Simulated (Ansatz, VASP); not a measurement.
# Sc3PbC in two plane-wave programs, part 2 of 2

Wanted: the spread between two codes on one cell, functional and k mesh. The cell is taken from a series of runs on this material, whose earlier steps may have relaxed, scaled, displaced or heated it; both programs get it as it stands.

VASP 6.6.1 and Ansatz 0.2.0.

So far: The starting structure; Ansatz: relaxation of cell and atoms, PBEsol.

**3. VASP: relaxation of cell and atoms, PBEsol**

Level of this step: PBEsol; plane waves and PAW (Sc_sv, Pb_d, C) (VASP).

The same cell, functional, mesh and smearing now go to VASP, with its own data sets.

Lines of VASP's logs that name or quote its potential files are left out, and so is its time.

Input file INCAR:

```
SYSTEM = Sc3PbC
PREC = Accurate
ENCUT = 600
EDIFF = 1E-07
NELM = 120
ISMEAR = 1
SIGMA = 0.2
LREAL = .FALSE.
ALGO = Normal
GGA = PS
NBANDS = 31
LASPH = .TRUE.
LORBIT = 11
LWAVE = .FALSE.
LCHARG = .FALSE.
ISIF = 3
IBRION = 2
NSW = 80
EDIFFG = -0.005
GGA_COMPAT = .FALSE.
NELMIN = 4
KPAR = 2
```

Input file POSCAR:

```
Sc3PbC
1.0
    4.5066730000      0.0000000000      0.0000000000
    0.0000000000      4.5066730000      0.0000000000
    0.0000000000      0.0000000000      4.5066730000
Sc Pb C
3 1 1
Direct
    0.0000000000      0.5000001109      0.5000001109
    0.5000001109      0.5000001109      0.0000000000
    0.5000001109      0.0000000000      0.5000001109
    0.0000000000      0.0000000000      0.0000000000
    0.5000001109      0.5000001109      0.5000001109
```

Input file KPOINTS:

```
Automatic mesh
0
Gamma
8 8 8
0 0 0
```

The projector-augmented-wave data sets are Sc_sv, Pb_d and C (PBE family, release 64).

Launch:

```console
$ mpirun -np 2 vasp_std
```

Numbers of over 12 decimals in the logs are rounded to 6 here.

The log of the run:

```text
[banner, memory and clock lines left out]
running    2 mpi-ranks, on    1 nodes
 distrk:  each k-point on    1 cores,    2 groups
 distr:  one band on    1 cores,    1 groups

 POSCAR found type information on POSCAR ScPbC
 POSCAR found :  3 types and       5 ions
|                                                                             |
|               ----> ADVICE to this user running VASP <----                  |
|                                                                             |
|     You enforced a specific xc type in the INCAR file but a different       |
|     [... a line on the potential file left out ...]
|     I HOPE YOU KNOW WHAT YOU ARE DOING!                                     |
|                                                                             |

 LDA part: xc-table for (Slater+PW92), standard interpolation
 POSCAR, INCAR and KPOINTS ok, starting setup
 FFT: planning ... GRIDC
 FFT: planning ... GRID_SOFT
 FFT: planning ... GRID
 WAVECAR not read
 entering main loop
       N       E                     dE             d eps       ncg     rms          rms(c)
DAV:   1     0.974566738166E+03    0.97457E+03   -0.25229E+04  2178   0.208E+03
DAV:   2     0.737230761419E+02   -0.90084E+03   -0.89152E+03  2850   0.763E+02
DAV:   3    -0.374665751720E+02   -0.11119E+03   -0.10877E+03  3408   0.334E+02
DAV:   4    -0.454166064600E+02   -0.79500E+01   -0.78873E+01  3468   0.776E+01
DAV:   5    -0.456992757753E+02   -0.28267E+00   -0.28234E+00  3459   0.159E+01    0.186E+01
DAV:   6    -0.375739317494E+02    0.81253E+01   -0.49674E+01  3173   0.395E+01    0.603E+00
DAV:   7    -0.372906055249E+02    0.28333E+00   -0.17922E+00  3305   0.985E+00    0.356E+00
DAV:   8    -0.372035397691E+02    0.87066E-01   -0.69325E-01  3101   0.548E+00    0.880E-01
DAV:   9    -0.371859613245E+02    0.17578E-01   -0.15917E-01  3053   0.214E+00    0.384E-01
DAV:  10    -0.371845087785E+02    0.14525E-02   -0.22473E-02  3524   0.949E-01    0.127E-01
DAV:  11    -0.371845661140E+02   -0.57336E-04   -0.15111E-03  3192   0.308E-01    0.562E-02
DAV:  12    -0.371845262428E+02    0.39871E-04   -0.25761E-04  3460   0.951E-02    0.160E-02
DAV:  13    -0.371845259012E+02    0.34161E-06   -0.18423E-05  3062   0.371E-02    0.528E-03
DAV:  14    -0.371845258774E+02    0.23819E-07   -0.84337E-06  3493   0.190E-02    0.361E-03
DAV:  15    -0.371845254541E+02    0.42335E-06   -0.13962E-06  2597   0.713E-03    0.130E-03
DAV:  16    -0.371845254025E+02    0.51555E-07   -0.90172E-08  1812   0.339E-03
   1 F= -.37184525E+02 E0= -.37183486E+02  d E =-.371845E+02
 curvature:   0.00 expect dE= 0.000E+00 dE for cont linesearch  0.000E+00
 trial: gam= 0.00000 g(F)=  0.000E+00 g(S)=  0.505E-03 ort = 0.000E+00 (trialstep = 0.100E+01)
 search vector abs. value=  0.505E-03
 bond charge predicted
       N       E                     dE             d eps       ncg     rms          rms(c)
DAV:   1    -0.371910228449E+02   -0.64974E-02   -0.21525E-01  2359   0.585E+00    0.561E-01
DAV:   2    -0.371854962808E+02    0.55266E-02   -0.16010E-02  2785   0.177E+00    0.182E-01
DAV:   3    -0.371846367744E+02    0.85951E-03   -0.37147E-03  2877   0.680E-01    0.686E-02
DAV:   4    -0.371846197419E+02    0.17032E-04   -0.68256E-04  3567   0.207E-01    0.336E-02
DAV:   5    -0.371845912095E+02    0.28532E-04   -0.18334E-04  3242   0.947E-02    0.190E-02
DAV:   6    -0.371845870347E+02    0.41748E-05   -0.13515E-05  3419   0.298E-02    0.281E-03
DAV:   7    -0.371845866700E+02    0.36471E-06   -0.10489E-06  2198   0.796E-03    0.168E-03
DAV:   8    -0.371845865445E+02    0.12541E-06   -0.35439E-07  2251   0.673E-03    0.659E-04
DAV:   9    -0.371845865373E+02    0.72441E-08   -0.94894E-08  1769   0.357E-03
   2 F= -.37184587E+02 E0= -.37183553E+02  d E =-.611348E-04
 trial-energy change:   -0.000061  1 .order   -0.000065   -0.000505    0.000375
 step:   0.5674(harm=  0.5737)  dis= 0.00000  next Energy=   -37.184668 (dE=-0.143E-03)
 bond charge predicted
       N       E                     dE             d eps       ncg     rms          rms(c)
DAV:   1    -0.371858633622E+02   -0.12768E-02   -0.40104E-02  2275   0.252E+00    0.242E-01
DAV:   2    -0.371848296715E+02    0.10337E-02   -0.29441E-03  2679   0.765E-01    0.797E-02
DAV:   3    -0.371846700079E+02    0.15966E-03   -0.73793E-04  2849   0.303E-01    0.312E-02
DAV:   4    -0.371846719899E+02   -0.19821E-05   -0.13801E-04  3608   0.946E-02    0.151E-02
DAV:   5    -0.371846661012E+02    0.58888E-05   -0.35275E-05  3302   0.438E-02    0.833E-03
DAV:   6    -0.371846673835E+02   -0.12823E-05   -0.26259E-06  3017   0.133E-02    0.133E-03
DAV:   7    -0.371846675815E+02   -0.19792E-06   -0.27296E-07  2083   0.446E-03    0.716E-04
DAV:   8    -0.371846675804E+02    0.10104E-08   -0.56467E-08  1596   0.331E-03
   3 F= -.37184668E+02 E0= -.37183631E+02  d E =-.142178E-03
 curvature:  -0.29 expect dE=-0.186E-08 dE for cont linesearch -0.186E-08
 trial: gam= 0.00000 g(F)=  0.109E-47 g(S)=  0.648E-08 ort =-0.181E-05 (trialstep = 0.913E+00)
 search vector abs. value=  0.658E-08
 reached required accuracy - stopping structural energy minimisation
```

From OUTCAR (step 3):

```text
ion  position               nearest neighbor table
   1  0.000  0.500  0.500-   5 2.25   5 2.25   3 3.19   4 3.19   2 3.19   3 3.19   2 3.19   2 3.19
                             4 3.19   3 3.19   4 3.19   2 3.19   3 3.19   4 3.19
   2  0.500  0.500  0.000-   5 2.25   5 2.25   3 3.19   4 3.19   1 3.19   3 3.19   1 3.19   3 3.19
                             4 3.19   1 3.19   4 3.19   3 3.19   1 3.19   4 3.19
   3  0.500  0.000  0.500-   5 2.25   5 2.25   2 3.19   4 3.19   1 3.19   2 3.19   1 3.19   2 3.19
                             4 3.19   1 3.19   4 3.19   2 3.19   1 3.19   4 3.19
   4  0.000  0.000  0.000-   1 3.19   2 3.19   3 3.19   2 3.19   1 3.19   3 3.19   2 3.19   3 3.19
                             1 3.19   3 3.19   1 3.19   2 3.19
   5  0.500  0.500  0.500-   1 2.25   2 2.25   3 2.25   2 2.25   3 2.25   1 2.25

  LATTYP: Found a simple cubic cell.
 ALAT       =     4.5066730000

 Subroutine GETGRP returns: Found 48 space group operations
 (whereof 48 operations were pure point group operations)

The static configuration has the point symmetry O_h .

 Found     35 irreducible k-points:

   k-points           NKPTS =     35   k-points in BZ     NKDIM =     35   number of bands    NBANDS=     31

   dimension x,y,z NGX =    36 NGY =   36 NGZ =   36
   dimension x,y,z NGXF=    72 NGYF=   72 NGZF=   72

   ENCUT  =  600.0 eV  44.10 Ry    6.64 a.u.   9.00  9.00  9.00*2*pi/ulx,y,z

   NELECT =      51.0000    total number of electrons

 k-points in reciprocal lattice and weights: Automatic mesh
   0.00000000  0.00000000  0.00000000       0.002
   0.12500000  0.00000000  0.00000000       0.012
   0.25000000  0.00000000  0.00000000       0.012
   0.37500000  0.00000000  0.00000000       0.012
   0.50000000  0.00000000  0.00000000       0.006
   0.12500000  0.12500000  0.00000000       0.023
   0.25000000  0.12500000  0.00000000       0.047
   0.37500000  0.12500000  0.00000000       0.047
   0.50000000  0.12500000  0.00000000       0.023
[...]
0.50000000  0.50000000  0.37500000       0.012
   0.50000000  0.50000000  0.50000000       0.002

 average (electrostatic) potential at core
       1 -44.2096       2 -44.2096       3 -44.2096       4 -90.5147       5 -47.5048

 E-fermi :   6.4965

 k-point     1 :       0.0000    0.0000    0.0000
  band No.  band energies     occupation
    ...
     23       5.4570      2.00000
     24       5.4570      2.00000
     25       5.9575      2.00093
     26       5.9575      2.00093
     27       5.9575      2.00093
     28       7.5624     -0.00000
     29       7.5624     -0.00000
     30       7.5624     -0.00000
     31       8.6861     -0.00000

 k-point     2 :       0.1250    0.0000    0.0000
  band No.  band energies     occupation
    ...
     23       5.5128      2.00000
     24       5.5738      2.00000
     25       5.7190      2.00000
     26       5.7190      2.00000
     27       5.9966      2.00232
     28       6.9212     -0.01051
     29       7.7777     -0.00000
     30       7.7777     -0.00000
     31       8.5896     -0.00000

 k-point     3 :       0.2500    0.0000    0.0000
  band No.  band energies     occupation
    ...
     23       4.7752      2.00000
     24       5.2968      2.00000
     25       5.2968      2.00000
     26       5.9010      2.00021
     27       6.1007      2.01712
     28       6.8911     -0.01743
     29       8.1308     -0.00000
     30       8.1308     -0.00000
     31       8.3797     -0.00000

  Total       -0.0004730     -0.0004730     -0.0004730     -0.0000000     -0.0000000      0.0000000
  in kB       -0.0082623     -0.0082623     -0.0082623     -0.0000000     -0.0000000      0.0000000
  external PRESSURE =      -0.0082623 kB  Pullay stress =       0.0000000 kB

  energy-cutoff  :      600.00
  volume of cell :       91.73
      direct lattice vectors                 reciprocal lattice vectors
     4.509932462  0.000000000  0.000000000     0.221732811 -0.000000000  0.000000000
     0.000000000  4.509932462  0.000000000    -0.000000000  0.221732811 -0.000000000
    -0.000000000  0.000000000  4.509932462     0.000000000 -0.000000000  0.221732811

 POSITION                                       TOTAL-FORCE (eV/Angst)
 -----------------------------------------------------------------------------------
     -0.00000      2.25497      2.25497         0.000000     -0.000000      0.000000
      2.25497      2.25497      0.00000        -0.000000      0.000000      0.000000
      2.25497      0.00000      2.25497         0.000000     -0.000000      0.000000
      0.00000      0.00000      0.00000        -0.000000      0.000000      0.000000
      2.25497      2.25497      2.25497        -0.000000      0.000000      0.000000
 -----------------------------------------------------------------------------------
    total drift:                               -0.001263     -0.001263     -0.001263

  FREE ENERGIE OF THE ION-ELECTRON SYSTEM (eV)
  ---------------------------------------------------
  free  energy   TOTEN  =       -37.1846675804 eV

  energy  without entropy=      -37.1815586546  energy(sigma->0) =      -37.18363127

 reached required accuracy - stopping structural energy minimisation

 total charge
# of ion       s       p       d       tot
------------------------------------------
    1        2.211   6.182   1.146   9.539
    2        2.211   6.182   1.146   9.539
    3        2.211   6.182   1.146   9.539
    4        1.211   1.210   9.780  12.202
    5        0.880   1.474   0.000   2.354
--------------------------------------------------
tot          8.724  21.229  13.219  43.172

[... 3 further parts left out ...]
```

CONTCAR:

```
Sc3PbC
   1.00000000000000
     4.5099324620491243    0.0000000000000000    0.0000000000000000
     0.0000000000000000    4.5099324620491243    0.0000000000000000
    -0.0000000000000000    0.0000000000000000    4.5099324620491243
  Sc              Pb              C
     3     1     1
Direct
     0.0000000000000000    0.5000001108999967    0.5000001108999967
     0.5000001108999967    0.5000001108999967    0.0000000000000000
     0.5000001108999967    0.0000000000000000    0.5000001108999967
     0.0000000000000000    0.0000000000000000    0.0000000000000000
     0.5000001108999967    0.5000001108999967    0.5000001108999967
```

This run has no spin polarisation. Its electron count is odd, so without a moment it is a metal by construction. The PAW data sets were made with PBE, which is usual practice but a small mismatch for other functionals. The run keeps the 48 symmetry operations of its start, so it cannot find a distortion of lower symmetry.

**4. Differences**

Known differences besides the potentials themselves: the cutoff is 420 eV in Ansatz and 600 eV in VASP; Ansatz makes its cores anew for this functional, VASP keeps those of its PBE data sets; Ansatz adds a Pulay correction to the stress that steers its cell, VASP none. Total energies have different zeros and are not compared.

The two programs side by side:

| quantity | Ansatz | VASP | difference |
| --- | --- | --- | --- |
| volume (Å³) | 91.51 | 91.73 | -0.24 % |
| edge a after relaxation, in the typed setting (Å) | 4.506 | 4.510 | -0.08 % |

**5. Outcome**

```yaml
difference_in_volume_relaxation_of_cell_and_atoms_pbesol: -0.24 %
```

What this shows: The difference in volume is -0.24 % (relaxation of cell and atoms, PBEsol), within the 1.2 % picked in this series as the mark of a large difference, as far as the stopping tolerances let one tell. 1 further run of this series is not shown here. Such differences can come from data sets, numerical settings and the points named under the comparisons, not from the functional's error against experiment.

[Lines on the potential files, build, host, timing and source positions are cut from VASP's logs without a mark.]

[Logs are printed without paths, hosts, clocks, repeated set-up lines and the standing remarks that a program may print on its own settings, such as how far it seeks lower states.]

[Hosts, paths, dates, database ids (printed as entryN), source tags and the programs' standing remarks are cut or masked in the printed files.]
